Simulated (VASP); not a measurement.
Input:

```yaml
crystal:
  lattice:
    - [3.99860, 0.00000, 0.00000]
    - [0.00000, 3.99860, 0.00000]
    - [0.00000, 0.00000, 3.99860]
  atoms:
    - { symbol: Ba, position: [0.00000, 0.00000, 0.00000] }
    - { symbol: Ti, position: [0.50000, 0.50000, 0.50000] }
    - { symbol: O, position: [0.50000, 0.00000, 0.50000] }
    - { symbol: O, position: [0.00000, 0.50000, 0.50000] }
    - { symbol: O, position: [0.50000, 0.50000, 0.00000] }
```

Method: r2SCAN+rVV10, VASP's PBE PAW potentials (set 64) (plane waves; VASP 6.6.1). Run with 520 eV cut-off, 6×6×6 Γ-centred mesh, tetrahedra with Blöchl corrections, potentials Ba_sv Ti_sv O.

The cores are frozen, which limits the accuracy of field gradients.

### Question
Give the principal components of the electric field gradient (V/Å²) and the asymmetry η at each nucleus.

### Answer

```
atom    Vxx    Vyy   Vzz     η
----  -----  -----  ----  ----
Ba1     0.0    0.0   0.0     -
Ti2     0.0    0.0   0.0     -
O3    -14.4  -14.4  28.8  0.00
O4    -14.4  -14.4  28.8  0.00
O5    -14.4  -14.4  28.8  0.00
```

The compound is BaTiO3 in the cubic perovskite structure, the ideal cubic form; the compound distorts at low or room temperature. It was relaxed first.
